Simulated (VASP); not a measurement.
These are PBE GGA, VASP's PBE PAW potentials (set 64) (plane waves; VASP 6.6.1) values and carry that method's errors.

The input files of a VASP run:

**INCAR**
```
SYSTEM = Be
PREC = Accurate
ENCUT = 300
EDIFF = 1E-6
NELM = 100
ALGO = Normal
LREAL = .FALSE.
LASPH = .TRUE.
ISMEAR = -1
SIGMA = 0.1
GGA = PE
LWAVE = .FALSE.
LCHARG = .FALSE.
ISIF = 2
```

POSCAR:
```
Be
1.0
 -1.9071820000   1.9071820000   1.0405820000
  1.9071820000  -1.9071820000   1.0405820000
  1.9071820000   1.9071820000  -1.0405820000
Be
2
Direct
  0.7500000000   0.2500000000   0.5000000000
  0.0000000000   0.0000000000   0.0000000000
```

### KPOINTS
```
kpoints
0
Gamma
12 12 12
```

POTCAR, in this order: Be (PBE.64 set). Program: vasp_std.

At this cut-off the stress carries a Pulay error, which pulls relaxed volumes low.

Task: What does the run give for the energy per atom (σ→0), pressure, band gap (on the k-mesh)?

Result: 
energy per atom (σ→0): -2896 meV/atom
band gap (on the k-mesh): none (metal, semimetal or under 0.01 eV)
pressure: 23.89 GPa

### OSZICAR
```
...
DAV:   3    -0.587367492056E+01   -0.18023E-01   -0.17951E-01  2466   0.329E+00
DAV:   4    -0.587368508932E+01   -0.10169E-04   -0.10169E-04  3096   0.748E-02
DAV:   5    -0.587368508949E+01   -0.16984E-09   -0.57524E-09  2472   0.398E-04    0.112E+00
DAV:   6    -0.581971441659E+01    0.53971E-01   -0.76722E-03  2352   0.124E+00    0.690E-01
DAV:   7    -0.579998739006E+01    0.19727E-01   -0.70499E-03  2286   0.124E+00    0.428E-02
DAV:   8    -0.579998238016E+01    0.50099E-05   -0.12481E-05  2838   0.279E-02    0.121E-02
DAV:   9    -0.579998201592E+01    0.36423E-06   -0.29062E-06  2598   0.149E-02
   1 F= -.57999820E+01 E0= -.57915687E+01  d E =-.168265E-01
```

The structure was generated: Be was put into an ordered model structure, which need not be its known phase. The cell was not relaxed at this level, and its volume differs by -5.9 % from the start's.
